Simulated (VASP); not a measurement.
A VASP calculation is set up with these files.

### POSCAR
```
PtSe2
1
    1.9023000000    -3.2948800000     0.0000000000
    1.9023000000     3.2948800000     0.0000000000
    0.0000000000     0.0000000000     5.1816000000
Pt Se
1 2
Direct
  0.0000000000   0.0000000000   0.0000000000
  0.3333330000   0.6666670000   0.2550000000
  0.6666670000   0.3333330000   0.7450000000
```

**INCAR**
```
SYSTEM = PtSe2
PREC = Accurate
ENCUT = 400
EDIFF = 1E-6
NELM = 100
ALGO = Normal
LREAL = .FALSE.
LASPH = .TRUE.
ISMEAR = 0
SIGMA = 0.05
GGA = PE
LMAXMIX = 6
LWAVE = .FALSE.
LCHARG = .FALSE.
ISIF = 2
ICHARG = 11
```

### KPOINTS
```
Automatic mesh
0
Gamma
5 5 4
0 0 0
```

POTCAR, in this order: Pt Se (PBE.64 set). Program: vasp_std.

Problem. Does this input run properly? What does VASP do?

Solution. There is a fault: ICHARG = 11 asks for a fixed density, but there is no CHGCAR. VASP stops with an error: ERROR: charge density could not be read from file CHGCAR for ICHARG>10 ----> I REFUSE TO CONTINUE WITH THIS SICK JOB ... BYE!!! <----

File standard output:
```
 POSCAR found type information on POSCAR PtSe
 POSCAR found :  2 types and       3 ions
 Reading from existing POTCAR
 Reading from existing POTCAR
 LDA part: xc-table for (Slater+PW92), standard interpolation
 WARNING: stress and forces are not correct
 POSCAR, INCAR and KPOINTS ok, starting setup
 WAVECAR not read
 WARNING: CHGCAR is incomplete

 -----------------------------------------------------------------------------
|                                                                             |
|     EEEEEEE  RRRRRR   RRRRRR   OOOOOOO  RRRRRR      ###     ###     ###     |
|     E        R     R  R     R  O     O  R     R     ###     ###     ###     |
|     E        R     R  R     R  O     O  R     R     ###     ###     ###     |
|     EEEEE    RRRRRR   RRRRRR   O     O  RRRRRR       #       #       #      |
|     E        R   R    R   R    O     O  R   R                               |
|     E        R    R   R    R   O     O  R    R      ###     ###     ###     |
|     EEEEEEE  R     R  R     R  OOOOOOO  R     R     ###     ###     ###     |
|                                                                             |
|     ICHARG>10                                                               |
|                                                                             |
|       ---->  I REFUSE TO CONTINUE WITH THIS SICK JOB ... BYE!!! <----       |
|                                                                             |
 -----------------------------------------------------------------------------
```

To mend it, run self-consistently first and keep its CHGCAR, or remove ICHARG. The plain static run on this cell (PBE GGA, plane waves, VASP's PBE PAW potentials (set 64)) converges, and its OSZICAR ends with
```
   1 F= -.14249731E+02 E0= -.14249201E+02  d E =-.106003E-02
```

The compound is PtSe2 in the 1T layered structure. The cell was not relaxed at this level.
